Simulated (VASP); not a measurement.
Output of a VASP run:

**OSZICAR**
```
       N       E                     dE             d eps       ncg     rms          rms(c)
DAV:   1     0.110749671270E+03    0.11075E+03   -0.77396E+03   280   0.128E+03
DAV:   2    -0.141590596735E+02   -0.12491E+03   -0.12263E+03   298   0.341E+02
DAV:   3    -0.197211092642E+02   -0.55620E+01   -0.54981E+01   350   0.815E+01
DAV:   4    -0.199288859837E+02   -0.20778E+00   -0.20734E+00   396   0.129E+01
DAV:   5    -0.199342393379E+02   -0.53534E-02   -0.53533E-02   346   0.192E+00    0.128E+01
DAV:   6    -0.182291304953E+02    0.17051E+01   -0.17190E+01   316   0.581E+01    0.837E+00
DAV:   7    -0.198337947994E+02   -0.16047E+01   -0.28035E+01   454   0.502E+01    0.207E+01
DAV:   8    -0.174975981694E+02    0.23362E+01   -0.14613E+01   418   0.366E+01    0.151E+00
DAV:   9    -0.175022055690E+02   -0.46074E-02   -0.30230E-01   374   0.478E+00    0.167E+00
DAV:  10    -0.174905819572E+02    0.11624E-01   -0.71996E-02   374   0.321E+00    0.407E-01
DAV:  11    -0.174886663956E+02    0.19156E-02   -0.83194E-03   354   0.102E+00    0.174E-01
DAV:  12    -0.174884518617E+02    0.21453E-03   -0.98057E-04   436   0.225E-01    0.397E-02
DAV:  13    -0.174884334071E+02    0.18455E-04   -0.48727E-05   340   0.558E-02    0.215E-02
DAV:  14    -0.174884294016E+02    0.40055E-05   -0.24504E-05   400   0.421E-02    0.221E-03
DAV:  15    -0.174884294393E+02   -0.37662E-07   -0.43517E-07   166   0.770E-03
   1 F= -.17488429E+02 E0= -.17426181E+02  d E =-.124498E+00
```

OUTCAR:
```
------------------------ aborting loop because EDIFF is reached ----------------------------------------
  FORCE on cell =-STRESS in cart. coord.  units (eV):
  Direction    XX          YY          ZZ          XY          YZ          ZX
  --------------------------------------------------------------------------------------
  Total       -2.5737512     -2.5737512     -2.5737512     -0.0000000     -0.0000000      0.0000000
  in kB     -154.2636446   -154.2636446   -154.2636446     -0.0000000     -0.0000000      0.0000000
  external PRESSURE =    -154.2636446 kB  Pullay stress =       0.0000000 kB
  volume of cell :       26.73
      direct lattice vectors                 reciprocal lattice vectors
     2.990000000  0.000000000  0.000000000     0.334448161  0.000000000  0.000000000
     0.000000000  2.990000000  0.000000000     0.000000000  0.334448161  0.000000000
     0.000000000  0.000000000  2.990000000     0.000000000  0.000000000  0.334448161
 POSITION                                       TOTAL-FORCE (eV/Angst)
 -----------------------------------------------------------------------------------
      0.00000      0.00000      0.00000         0.000000      0.000000      0.000000
      1.49500      1.49500      1.49500         0.000000      0.000000      0.000000
 -----------------------------------------------------------------------------------
    total drift:                                0.000000     -0.000000      0.000000
  FREE ENERGIE OF THE ION-ELECTRON SYSTEM (eV)
  ---------------------------------------------------
  free  energy   TOTEN  =       -17.4884294393 eV

  energy  without entropy=      -17.3639316202  energy(sigma->0) =      -17.42618053
```
(Selected blocks of OUTCAR.)

### POSCAR
```
TiCo
1
    2.9900000000     0.0000000000     0.0000000000
    0.0000000000     2.9900000000     0.0000000000
    0.0000000000     0.0000000000     2.9900000000
Ti Co
1 1
Direct
  0.0000000000   0.0000000000   0.0000000000
  0.5000000000   0.5000000000   0.5000000000
```

Task: Reconstruct the remaining input files.

Result: Several could match; the one computed here: the input of the run itself, LDA (Ceperley-Alder, Perdew-Zunger), plane waves, VASP's LDA PAW potentials (set 64).

**INCAR**
```
! general
SYSTEM =TiCo
PREC   =Accurate
ENCUT  =300
LREAL  =.FALSE.
LASPH  =.TRUE.

! electronic loop
EDIFF  =1E-6
NELM   =100
ALGO   =Normal
LMAXMIX=4

! smearing
ISMEAR =-1
SIGMA  =0.1

! ions
ISIF   =2

! output
LWAVE  =.FALSE.
LCHARG =.FALSE.
```

### KPOINTS
```
K-points
0
gamma
5 5 5
0 0 0
```

POTCAR, in this order: Ti_sv Co (LDA.64 set). Program: vasp_std.

At this cut-off the stress carries a Pulay error, which pulls relaxed volumes low.

The structure is a typed TiCo crystal (Pm-3m). The cell was not relaxed at this level. The k-mesh is coarse (spacing up to 0.42 per Å, 2π included), so the numbers may not be converged in it. The run is one of a series of settings (KPOINTS 5×5×5 Γ-centred mesh against the base run), some of them coarse on purpose. The run is not spin-polarised, so no magnetic state was tried. The electron count is odd and the run is not spin-polarised, which forces a metal.
